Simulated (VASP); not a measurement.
# Be18Cl in VASP: notebook

Runs on Be18Cl. Level: LDA. Tasks: single point.

All numbers are computed with VASP 6.6.1; they aren't measurements. Logs are shortened: lines on timing, memory, paths and dates and some standing lists are left out, and cuts for length are marked.

## (1) The slab as given

The cell holds a slab with vacuum, 19 atoms: a = 4.580 Å, b = 6.870 Å, c = 15.588 Å, α = 90.00°, β = 90.00°, γ = 60.00°.

The cell was built by a generator and needn't be a form met in nature.

## (2) Single point, LDA

INCAR reads:

```
SYSTEM = Be18Cl
  PREC = Accurate
  ENCUT = 520
  EDIFF = 1E-6
  ISMEAR = 0
  SIGMA = 0.1
  LREAL = Auto
  LASPH = .TRUE.
  NELM = 80
  ALGO = Normal
  ISIF = 2
  LWAVE = .FALSE.
  LCHARG = .FALSE.
  NBANDS = 36
```

KPOINTS reads:

```
regular mesh
0
G
  4 3 1
  0 0 0
```

POSCAR reads:

```
Be18Cl
1.0
    4.5800000000      0.0000000000      0.0000000000
    3.4350000000      5.9495950000      0.0000000000
    0.0000000000      0.0000000000     15.5884300000
Be Cl
18 1
Direct
    0.0000000000      0.0000000000      0.0641500780
    0.5000000000      0.0000000000      0.0641500780
    0.0000000420      0.3333332773      0.0641500780
    0.5000000420      0.3333332773      0.0641500780
   -0.0000000420      0.6666667227      0.0641500780
    0.4999999580      0.6666667227      0.0641500780
   -0.1704296058      0.2258866360      0.1810701912
    0.3346121660      0.2217823230      0.1785934825
   -0.1635593382      0.5563676183      0.1802916650
    0.3183056468      0.5579959644      0.1801511121
   -0.1756436955      0.8918087702      0.1769274391
    0.3275877362      0.9003007768      0.1779786034
    0.0001503762     -0.0109239368      0.2857842644
    0.5029652668     -0.0158602392      0.2958561574
   -0.0259554467      0.3434823715      0.2949503574
    0.4947791907      0.3494207589      0.2951410758
   -0.0149593736      0.6809566029      0.2893664724
    0.4876946298      0.6726671311      0.2921412868
    0.3160649062      0.2366398049      0.3957301024
```

Potentials or basis: VASP PAW LDA potentials, release 64 (Be, Cl).

On the command line:

```console
cat potpaw_LDA.64/Be/POTCAR potpaw_LDA.64/Cl/POTCAR > POTCAR
mpirun -np 1 vasp_std > vasp.out
```

OUTCAR:

```text
SYSTEM = Be18Cl
   PREC = Accurate
   ENCUT = 520
   EDIFF = 1E-6
   ISMEAR = 0
   LREAL = Auto
   LASPH = .TRUE.
   NELM = 80
   ISIF = 2

 ion  position               nearest neighbor table
   1  0.000  0.000  0.064-  12 2.20  11 2.21   7 2.26   5 2.29   3 2.29   6 2.29   4 2.29   2 2.29
                             2 2.29
   2  0.500  0.000  0.064-  11 2.18  12 2.19   8 2.22   6 2.29   4 2.29   3 2.29   5 2.29   1 2.29
                             1 2.29
   3  0.000  0.333  0.064-   8 2.22   9 2.24   7 2.25   1 2.29   2 2.29   4 2.29   4 2.29   6 2.29
                             5 2.29
   4  0.500  0.333  0.064-   8 2.22   7 2.24  10 2.25   2 2.29   1 2.29   3 2.29   3 2.29   5 2.29
                             6 2.29
   5  1.000  0.667  0.064-  10 2.21  11 2.21   9 2.23   1 2.29   2 2.29   6 2.29   6 2.29   4 2.29
                             3 2.29
   6  0.500  0.667  0.064-   9 2.25  12 2.25  10 2.27   2 2.29   1 2.29   5 2.29   5 2.29   3 2.29
                             4 2.29
   7  0.830  0.226  0.181-  13 2.16  15 2.19  16 2.22   4 2.24   3 2.25  12 2.26   1 2.26   8 2.28
                             9 2.29   8 2.30  11 2.31  10 2.31
   8  0.335  0.222  0.179-   2 2.22   4 2.22   3 2.22  12 2.22  11 2.26  10 2.27   7 2.28   9 2.29
                            16 2.29   7 2.30  15 2.31  14 2.31
   9  0.836  0.556  0.180-  17 2.16  15 2.19  10 2.21  18 2.23   5 2.23   3 2.24   6 2.25  11 2.28
[... 9 lines left out ...]
  14  0.503  0.984  0.296-  17 2.15  19 2.16  18 2.18  12 2.19  11 2.25  13 2.29  13 2.30   8 2.31

  15  0.974  0.343  0.295-  19 2.08  16 2.17   7 2.19   9 2.19  18 2.25   8 2.31  17 2.35  13 2.38

  16  0.495  0.349  0.295-  19 2.09  15 2.17  10 2.18  18 2.21   7 2.22   8 2.29  17 2.31
  17  0.985  0.681  0.289-  14 2.15  13 2.15  11 2.16  10 2.16   9 2.16  18 2.27  18 2.31  16 2.31
                            15 2.35
  18  0.488  0.673  0.292-  14 2.18  16 2.21  13 2.21  10 2.21   9 2.23  12 2.24  15 2.25  17 2.27
                            17 2.31
  19  0.316  0.237  0.396-  15 2.08  16 2.09  14 2.16

  LATTYP: Found a simple monoclinic cell.
 ALAT       =     4.5800000000
 B/A-ratio  =     3.4035873362
 C/A-ratio  =     1.3228757576
 COS(beta)  =    -0.1889822219

  Lattice vectors:

 A1 = (   4.5800000000,   0.0000000000,   0.0000000000)
 A2 = (   0.0000000000,   0.0000000000, -15.5884300000)
 A3 = (  -1.1450000000,   5.9495950000,   0.0000000000)

Analysis of symmetry for initial positions (statically):
=====================================================================
 Subroutine PRICEL returns:
 Original cell was already a primitive cell.

 Routine SETGRP: Setting up the symmetry group for a
[... 144 lines left out ...]
   POTIM  = 0.5000    time-step for ionic-motion
   TEBEG  =    0.0;   TEEND  =   0.0 temperature during run
   PSTRESS=    0.0 pullay stress
   NELECT =      43.0000    total number of electrons
   NUPDOWN=      -1.0000    fix difference up-down
   EMIN   =  10.00;   EMAX   =-10.00  energy-range for DOS
   EFERMI =   0.00;   METHOD = LEGACY
   ISMEAR =     0;   SIGMA  =   0.10  broadening in eV -4-tet -1-fermi 0-gaus
   EFERMI_NEDOS =   21; number of points for ismear=-14 and -15
   IALGO  =     38    algorithm
   IMIX   =      4    mixing-type and parameters
     AMIX     =   0.40;   BMIX     =  1.00
     AMIX_MAG =   1.60;   BMIX_MAG =  1.00
  volume/ion in A,a.u.               =      22.36       150.87
  Fermi-wavevector in a.u.,A,eV,Ry     =   0.762979  1.441821  7.920453  0.582137
  Thomas-Fermi vector in A             =   1.862560
   LORBIT       =      0    0 simple, 1 ext, 2 COOP (PROOUT), +10 PAW based schemes
   GGA     = CA    functional components
   LHFCALC =     F    Hartree Fock is set to
   AEXX    =    0.0000 exact exchange contribution
   IVDW    =     0    specifies the selected vdW correction
   LEPSILON=     F    determine dielectric tensor
   LRPA    =     F    only Hartree local field effects (RPA)
 non-spin polarized calculation
 Gauss-broadening in eV      SIGMA  =   0.10
  energy-cutoff  :      520.00
  volume of cell :      424.77
 maximum number of plane-waves:     11487
 NGX is ok and might be reduce to    36
   NGX = 17   NGY = 25   NGZ = 57

 number of electron      43.0000001 magnetization

 Free energy of the ion-electron system (eV)
  ---------------------------------------------------
  ext. energy  EPLUGINS =         0.00000000
  ---------------------------------------------------
  free energy    TOTEN  =       -72.82033284 eV

  energy without entropy =      -72.80041099  energy(sigma->0) =      -72.81037191

 E-fermi :  -0.8160     XC(G=0):  -5.2825

 val. band max:       -0.8511778045   @ k =   0.5000   0.3333   0.0000
 cond. band min:      -0.6999737166   @ k =   0.2500   0.0000   0.0000
 fundamental gap:      0.1512040878
 Fermi energy:        -0.8159666808

 k-point     1 :       0.0000    0.0000    0.0000
  band No.  band energies     occupation
      1     -17.9916      2.00000
      2     -10.3744      2.00000
      3      -8.3155      2.00000
      4      -7.5424      2.00000
      5      -7.4714      2.00000
      6      -6.7203      2.00000
[... 241 lines left out ...]
     32       3.8907      0.00000
     33       3.9778      0.00000
 [bands above 33 left out]

------------------------ aborting loop because EDIFF is reached ----------------------------------------

  FORCE on cell =-STRESS in cart. coord.  units (eV):
  Direction    XX          YY          ZZ          XY          YZ          ZX
  --------------------------------------------------------------------------------------
  -------------------------------------------------------------------------------------
  Total      -12.4608452    -14.1514391      0.1663222      1.3987284     -0.9490038      0.4461364
  in kB      -47.0005377    -53.3772173      0.6273438      5.2758047     -3.5795075      1.6827632
  external PRESSURE =     -33.2501370 kB  Pullay stress =       0.0000000 kB

 VOLUME and BASIS-vectors are now :
 -----------------------------------------------------------------------------
  energy-cutoff  :      520.00
  volume of cell :      424.77
      direct lattice vectors                 reciprocal lattice vectors
     4.580000000  0.000000000  0.000000000     0.218340611 -0.126059001  0.000000000
     3.435000000  5.949595000  0.000000000     0.000000000  0.168078668  0.000000000
     0.000000000  0.000000000 15.588430000     0.000000000  0.000000000  0.064150142

 POSITION                                       TOTAL-FORCE (eV/Angst)
 -----------------------------------------------------------------------------------
      0.00000      0.00000      1.00000        -0.025625      0.190923      0.062401
      2.29000      0.00000      1.00000        -0.040301     -0.007885      0.027304
      1.14500      1.98320      1.00000        -0.022769      0.025316      0.060111
      3.43500      1.98320      1.00000         0.038709      0.181641      0.012709
      6.87000      3.96640      1.00000        -0.112108     -0.132713     -0.022308
      4.58000      3.96640      1.00000         0.056623     -0.055390     -0.184510
[... 11 lines left out ...]
      4.54425      4.00210      4.55402         0.004053     -0.014596      0.020358
      2.26044      1.40791      6.16881         0.055820     -0.167139      0.005055
 -----------------------------------------------------------------------------------
    total drift:                                0.000146      0.000376      0.001602

  FREE ENERGIE OF THE ION-ELECTRON SYSTEM (eV)
  ---------------------------------------------------
  free  energy   TOTEN  =       -72.8203328376 eV

  energy  without entropy=      -72.8004109856  energy(sigma->0) =      -72.81037191
```

OSZICAR:

```text
N       E                     dE             d eps       ncg     rms          rms(c)
DAV:   1     0.157406943754E+03    0.15741E+03   -0.14646E+04   504   0.895E+02
DAV:   2    -0.605299985495E+02   -0.21794E+03   -0.20908E+03   720   0.173E+02
DAV:   3    -0.784439681641E+02   -0.17914E+02   -0.17344E+02   616   0.455E+01
[... 15 lines left out ...]
DAV:  19    -0.728202938073E+02   -0.54506E-04   -0.55627E-06   656   0.781E-03    0.631E-03
DAV:  20    -0.728203254242E+02   -0.31617E-04   -0.40730E-06   568   0.570E-03    0.210E-03
DAV:  21    -0.728203311701E+02   -0.57460E-05   -0.42751E-07   512   0.223E-03    0.184E-03
DAV:  22    -0.728203326250E+02   -0.14549E-05   -0.11939E-07   472   0.113E-03    0.873E-04
DAV:  23    -0.728203328376E+02   -0.21253E-06   -0.11816E-07   432   0.117E-03
   1 F= -.72820333E+02 E0= -.72810372E+02  d E =-.199219E-01
```

stdout:

```text
POSCAR found type information on POSCAR BeCl
 POSCAR found :  2 types and      19 ions
 scaLAPACK will be used
 LDA part: xc-table for (Slater(with rela. corr.)+CA(PZ))
 , standard interpolation
 POSCAR, INCAR and KPOINTS ok, starting setup
 FFT: planning ... GRIDC
 FFT: planning ... GRID_SOFT
 FFT: planning ... GRID
 WAVECAR not read
 entering main loop
```

Wall time 5.2 min (1 thread of Intel Xeon Platinum 8375C at 2.90GHz (Ice Lake), shared host); peak memory 0.41 GiB.

Results:

* Free energy: -72.8203 eV
* Largest force: 0.202 eV/Å
* Band gap on the k mesh: none (metal or under the smearing width)

Forces in eV/Å, atoms in the order of the input:
```
Be  -0.026  0.191  0.062
Be  -0.040 -0.008  0.027
Be  -0.023  0.025  0.060
Be   0.039  0.182  0.013
Be  -0.112 -0.133 -0.022
Be   0.057 -0.055 -0.185
Be   0.007 -0.005  0.003
Be  -0.002 -0.010 -0.009
Be   0.005 -0.015 -0.006
Be   0.016  0.012 -0.023
Be  -0.015 -0.002  0.000
Be   0.002 -0.001  0.022
Be   0.002 -0.012 -0.003
Be   0.022 -0.001  0.026
Be   0.005  0.015 -0.005
Be   0.001  0.003  0.007
Be   0.004 -0.004  0.008
Be   0.004 -0.015  0.020
Cl   0.056 -0.167  0.005
```

Caveat: the k mesh is coarse (spacing up to 0.40 Å⁻¹), so the values aren't converged; an odd number of electrons without spin polarisation forces a metal; a magnetic or distorted state may lie lower.

## (3) Single point, LDA

INCAR reads:

```
  PREC = Accurate
  ENCUT = 520
  EDIFF = 1E-6
  ISMEAR = 0
  SIGMA = 0.1
  LREAL = Auto
  LASPH = T
  NELM = 60
  ALGO = Normal
  ISIF = 2
  LWAVE = F
  LCHARG = F
  NBANDS = 36
```

KPOINTS reads:

```
Automatic mesh
0
Gamma
  4 3 1
```

POSCAR reads:

```
Be18Cl
1.0
    4.5800000000      0.0000000000      0.0000000000
    3.4350000000      5.9495950000      0.0000000000
    0.0000000000      0.0000000000     15.5884300000
Be Cl
18 1
Direct
    0.0000000000      0.0000000000      0.0641500780
    0.5000000000      0.0000000000      0.0641500780
    0.0000000420      0.3333332773      0.0641500780
    0.5000000420      0.3333332773      0.0641500780
   -0.0000000420      0.6666667227      0.0641500780
    0.4999999580      0.6666667227      0.0641500780
   -0.1665348093      0.2192522348      0.1807965267
    0.3410839007      0.2195853667      0.1788015855
   -0.1619389847      0.5567506696      0.1778042433
    0.3300892532      0.5506428589      0.1793700841
   -0.1660206022      0.8883890416      0.1789449611
    0.3327559022      0.8984663662      0.1779814260
    0.0153198658     -0.0160972301      0.2866031409
    0.5171220202     -0.0244747752      0.2959335225
   -0.0077386238      0.3377271898      0.2922092218
    0.5099857889      0.3434620340      0.2966679775
    0.0014929039      0.6682406113      0.2887803326
    0.5004183080      0.6650151817      0.2918449773
    0.4124037385      0.1932776937      0.3983586545
```

Potentials or basis: VASP PAW LDA potentials, release 64 (Be, Cl).

On the command line:

```console
cat potpaw_LDA.64/Be/POTCAR potpaw_LDA.64/Cl/POTCAR > POTCAR
mpirun -np 1 vasp_std > vasp.out
```

It took 4.8 min on 1 thread of Intel Xeon Platinum 8375C at 2.90GHz (Ice Lake), shared host; peak memory 0.41 GiB.

The run converged. Its results:

| Property | Result |
| --- | --- |
| Free energy | -72.7310 eV |
| Largest force | 0.453 eV/Å |
| Band gap on the k mesh | none (metal or under the smearing width) |

Forces in eV/Å, atoms in the order of the input:
```
Be   0.031  0.093  0.075
Be   0.055 -0.122  0.066
Be  -0.022 -0.032  0.086
Be   0.060  0.101  0.044
Be  -0.015 -0.113 -0.038
Be   0.052 -0.017 -0.274
Be   0.041  0.021  0.016
Be   0.009 -0.019 -0.010
Be   0.015 -0.037  0.049
Be  -0.007  0.012  0.011
Be   0.000 -0.002 -0.031
Be   0.016 -0.021 -0.019
Be   0.012 -0.047 -0.039
Be   0.013 -0.030 -0.014
Be   0.048 -0.045  0.120
Be   0.039  0.012 -0.034
Be   0.033  0.032  0.014
Be   0.010 -0.012  0.023
Cl  -0.390  0.226 -0.043
```

Levels at points of the mesh, in eV from the Fermi level:
```csv
k point,band 20,band 21,band 22,band 23,band 24,band 25
"(0.00, 0.00, 0.00)",-0.53,-0.42,-0.18,0.77,2.42,2.53
"(0.50, 0.00, 0.00)",-0.26,-0.12,0.16,0.89,0.99,1.88
```

Caveat: the k mesh is coarse (spacing up to 0.40 Å⁻¹), so the values aren't converged; an odd number of electrons without spin polarisation forces a metal; a magnetic or distorted state may lie lower.
